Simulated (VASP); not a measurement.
Consider the following.

```
CELL_PARAMETERS angstrom
      4.74238     0.00000     0.00000
      0.00000     4.74238     0.00000
      0.00000     0.00000     3.14575
ATOMIC_POSITIONS crystal
  Zn 0.00000 0.00000 0.00000
  Zn 0.50000 0.50000 0.50000
  F  0.30398 0.30398 0.00000
  F  0.80398 0.19602 0.50000
  F  0.19602 0.80398 0.50000
  F  0.69602 0.69602 0.00000
```

Calculation: AM05 GGA, VASP's PBE PAW potentials (set 64) (plane waves; VASP). Settings: 520 eV cut-off, 5×5×8 Γ-centred mesh, tetrahedra with Blöchl corrections, potentials Zn F.

The cores are frozen, which limits the accuracy of field gradients.

Question: Give the principal components of the electric field gradient (V/Å²) and the asymmetry η at each nucleus.

Answer: 
```tsv
atom	Vxx	Vyy	Vzz	η
Zn1	-15.0	-4.4	19.5	0.54
Zn2	-15.0	-4.4	19.5	0.54
F3	65.1	28.0	-93.1	0.40
F4	65.1	28.0	-93.1	0.40
F5	65.1	28.0	-93.1	0.40
F6	65.1	28.0	-93.1	0.40
```

The compound is ZnF2 in the rutile structure. It was relaxed first.
